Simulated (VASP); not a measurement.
Computed with r2SCAN meta-GGA, VASP's PBE PAW potentials (set 64) (plane waves; VASP 6.6.1).

Input for VASP

INCAR:
```
# general
SYSTEM  = B6P
PREC    = Accurate
ENCUT   = 520
LREAL   = Auto
LASPH   = .TRUE.

# electronic loop
EDIFF   = 1E-7
NELM    = 100
ALGO    = Normal
LMIXTAU = .TRUE.

# smearing
ISMEAR  = -5

# functional
METAGGA = R2SCAN

# ions
ISIF    = 2

# output
LWAVE   = .FALSE.
LCHARG  = .FALSE.
LORBIT  = 11
NEDOS   = 601

# other
LEFG    = .TRUE.
```

**KPOINTS**
```
Automatic mesh
0
Gamma
5 5 5
0 0 0
```

**POSCAR**
```
B6P
1
    2.9894371969     1.7259519309     3.9423893590
   -2.9894371969     1.7259519309     3.9423893590
    0.0000000000    -3.4519048616     3.9423893590
B P
12 2
Direct
  0.1840436093   0.7172933583   0.1840436093
  0.8159563907   0.2827066417   0.8159563907
  0.1840436093   0.1840436093   0.7172933583
  0.8159563907   0.8159563907   0.2827066417
  0.7172933583   0.1840436093   0.1840436093
  0.2827066417   0.8159563907   0.8159563907
  0.0128221552   0.3265414574   0.0128221552
  0.9871778448   0.6734585426   0.9871778448
  0.0128221552   0.0128221552   0.3265414574
  0.9871778448   0.9871778448   0.6734585426
  0.3265414574   0.0128221552   0.0128221552
  0.6734585426   0.9871778448   0.9871778448
  0.4052987906   0.4052987906   0.4052987906
  0.5947012094   0.5947012094   0.5947012094
```

KPOINTS_OPT:
```
k-points along high-symmetry lines
8
Line-mode
Reciprocal
  0.000000   0.000000   0.000000 ! GAMMA
  0.500000   0.500000   0.500000 ! T

  0.500000   0.500000   0.500000 ! T
  0.705547   0.294453   0.500000 ! H_2

  0.500000  -0.294453   0.294453 ! H_0
  0.500000   0.000000   0.000000 ! L

  0.500000   0.000000   0.000000 ! L
  0.000000   0.000000   0.000000 ! GAMMA

  0.000000   0.000000   0.000000 ! GAMMA
  0.397226  -0.397226   0.000000 ! S_0

  0.602774   0.000000   0.397226 ! S_2
  0.500000   0.000000   0.500000 ! F

  0.500000   0.000000   0.500000 ! F
  0.000000   0.000000   0.000000 ! GAMMA
```

POTCAR, in this order: B P (PBE.64 set). Program: vasp_std.

### Question
Predict the energy per atom (σ→0), band gap (over mesh and band path).

### Answer

* **energy per atom (σ→0)**: -7.907 eV/atom
* **band gap (over mesh and band path)**: 2.69 eV

OSZICAR:
```
...
DAV:  16    -0.110698881938E+03   -0.16167E-04   -0.19367E-05  1427   0.307E-02    0.461E-03
DAV:  17    -0.110698886585E+03   -0.46465E-05   -0.30758E-06  1388   0.147E-02    0.497E-03
DAV:  18    -0.110698885251E+03    0.13337E-05   -0.52807E-06  1325   0.164E-02    0.213E-03
DAV:  19    -0.110698885255E+03   -0.37726E-08   -0.33198E-07  1327   0.461E-03
   1 F= -.11069889E+03 E0= -.11069889E+03  d E =0.000000E+00
       N       E                     dE             ncg
       N       E                     dE             ncg
       N       E                     dE             ncg
```

The structure comes from a computed database's B6P entry (R-3m); how it stands against other phases isn't given here. It was relaxed first.
